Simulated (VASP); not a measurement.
An input for Quantum ESPRESSO's pw.x (written as the equivalent of a VASP run, and not itself run):

```
&CONTROL
  calculation = 'relax'
  pseudo_dir = './pseudo'
  outdir = './out'
  tprnfor = .true.
  tstress = .true.
  nstep = 30
  forc_conv_thr = 0.00039
/
&SYSTEM
  ibrav = 0
  nat = 2
  ntyp = 1
  ecutwfc = 82
  occupations = 'smearing'
  smearing = 'gaussian'
  degauss = 0.003675
  input_dft = 'pbesol'
/
&ELECTRONS
  conv_thr = 7.3e-09
  electron_maxstep = 100
/
&IONS
/
ATOMIC_SPECIES
  C 12.011 C.upf
CELL_PARAMETERS angstrom
     0.0000000    1.7783297    1.7071966
     1.7783297    0.0000000    1.7071966
     1.7783297    1.7783297    0.0000000
ATOMIC_POSITIONS crystal
  C    0.0000000  0.0000000  0.0000000
  C    0.2500000  0.2500000  0.2500000
K_POINTS automatic
  12 12 12 0 0 0
```

Problem. Write the VASP files for the same calculation (PBEsol).

Solution. Several could match; the one computed here: 
**POSCAR**
```
C
1
    0.0000000000     1.7783297413     1.7071965517
    1.7783297413     0.0000000000     1.7071965517
    1.7783297413     1.7783297413     0.0000000000
C
2
Direct
  0.0000000000   0.0000000000   0.0000000000
  0.2500000000   0.2500000000   0.2500000000
```

### INCAR
```
ENCUT = 600
EDIFF = 1E-7
LCHARG = .False.
LWAVE = .False.
ALGO = Normal   ! blocked Davidson
SIGMA = 0.05
SYSTEM = C
ISMEAR = 0
GGA = PS
IBRION = 2   ! conjugate gradients
NSW = 30   ! most ionic steps
PREC = Accurate
LASPH = .True.   ! aspherical one-centre terms
NELM = 100
EDIFFG = -0.01   ! ionic stop
ISIF = 2   ! forces and stress, cell fixed
LREAL = .False.   ! projection in real space or not
```

**KPOINTS**
```
Automatic mesh
0
Gamma
12 12 12
0 0 0
```

POTCAR, in this order: C (PBE.64 set). Program: vasp_std.

The two are equivalent in intent, not identical: the potentials are each code's own (VASP's PAW set, PseudoDojo norm-conserving files in pw.x), so ENCUT and ecutwfc are chosen apart and not converted; conv_thr bounds pw.x's estimated SCF error, while EDIFF bounds the energy change between steps; forc_conv_thr acts on force components and is met together with etot_conv_thr.

The compound is C in the diamond structure. This cell was strained or had an atom moved on purpose.
